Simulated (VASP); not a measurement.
OSZICAR of a VASP run on CoAl (CsCl type):

### OSZICAR
```
       N       E                     dE             d eps       ncg     rms          rms(c)
DAV:   1     0.420076607996E+02    0.42008E+02   -0.54763E+03  1696   0.129E+03
DAV:   2    -0.857750229008E+01   -0.50585E+02   -0.47830E+02  1694   0.196E+02
DAV:   3    -0.995045071531E+01   -0.13729E+01   -0.13620E+01  1966   0.424E+01
DAV:   4    -0.997530787624E+01   -0.24857E-01   -0.24849E-01  2018   0.518E+00
DAV:   5    -0.997607997578E+01   -0.77210E-03   -0.77208E-03  1900   0.902E-01    0.126E+01
DAV:   6    -0.122241075240E+02   -0.22480E+01   -0.64419E+01  1882   0.122E+02    0.160E+01
DAV:   7    -0.841863679613E+01    0.38055E+01   -0.29151E+01  1856   0.781E+01    0.190E+00
DAV:   8    -0.840749735843E+01    0.11139E-01   -0.19784E-01  1768   0.411E+00    0.115E+00
DAV:   9    -0.839428685257E+01    0.13211E-01   -0.44297E-02  1998   0.311E+00    0.278E-01
DAV:  10    -0.839391004867E+01    0.37680E-03   -0.13597E-03  2350   0.526E-01    0.122E-01
DAV:  11    -0.839390679363E+01    0.32550E-05   -0.22403E-05  1950   0.480E-02    0.201E-02
DAV:  12    -0.839390379833E+01    0.29953E-05   -0.14404E-05  2092   0.521E-02    0.724E-03
DAV:  13    -0.839390385207E+01   -0.53735E-07   -0.26754E-07  1470   0.534E-03
   1 F= -.83939039E+01 E0= -.83937792E+01  d E =-.373909E-03
```

**Question.** Which electronic solver shows in the log?

**Answer.** It is blocked Davidson (ALGO = Normal, or the opening steps of other solvers). The INCAR had ALGO = Normal.

**Question.** How was spin treated?

**Answer.** Without spin polarisation: there is no mag entry.

**Question.** Can the final energy be trusted as converged?

**Answer.** The calculation finished and met its thresholds. It stopped with EDIFF = 1E-7, NELM = 100 (optB86b-vdW, plane waves, VASP's PBE PAW potentials (set 64)).

The compound is CoAl in the CsCl type structure. This cell is one point of a volume scan, at 0.97 of the reference volume. The run is not spin-polarised, so no magnetic state was tried.
